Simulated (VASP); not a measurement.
These are optB86b-vdW, VASP's PBE PAW potentials (set 64) (plane waves; VASP) values and carry that method's errors.

VASP input:

INCAR:
```
! general
SYSTEM    =  Co
PREC      =  Accurate
ENCUT     =  520   ! plane-wave cut-off (eV)
LREAL     =  .FALSE.   ! projection in real space or not
LASPH     =  .TRUE.   ! aspherical one-centre terms

! electronic loop
EDIFF     =  1E-7   ! SCF stop (eV)
NELM      =  100   ! most electronic steps
ALGO      =  Normal   ! blocked Davidson
LMAXMIX   =  4

! smearing
ISMEAR    =  -5   ! tetrahedra, Bloechl

! functional
GGA       =  MK
LUSE_VDW  =  .TRUE.
AGGAC     =  0.0
PARAM1    =  0.1234
PARAM2    =  1.0

! spin
ISPIN     =  2   ! spin-polarised
MAGMOM    =  1.6 1.6

! ions
ISIF      =  2   ! forces and stress, cell fixed

! output
LWAVE     =  .FALSE.
LCHARG    =  .TRUE.
LORBIT    =  11   ! lm-projected
NEDOS     =  601
```

POSCAR:
```
Co
2.4718420
  0.4999999099  -0.8660253391   0.0000000000
  0.4999999099   0.8660253391   0.0000000000
  0.0000000000   0.0000000000   1.6124646905
Co
2
Cartesian
  0.4999999099   0.2886756904   0.4031161726
  0.4999999099  -0.2886756904   1.2093485179
```

KPOINTS:
```
Automatic mesh
0
Gamma
19 19 10
0 0 0
```

POTCAR, in this order: Co (PBE.64 set). Program: vasp_std.

What will the output report for the number of irreducible k-points (NKPTS), largest plane-wave count, number of space-group operations, FFT grid (NGX, NGY, NGZ)?

* **number of irreducible k-points (NKPTS)**: 240
* **largest plane-wave count**: 580
* **number of space-group operations**: 24
* **FFT grid (NGX, NGY, NGZ)**: 18 × 18 × 30

The compound is Co in the hcp structure. It was relaxed first, which changed the volume by -5 %.
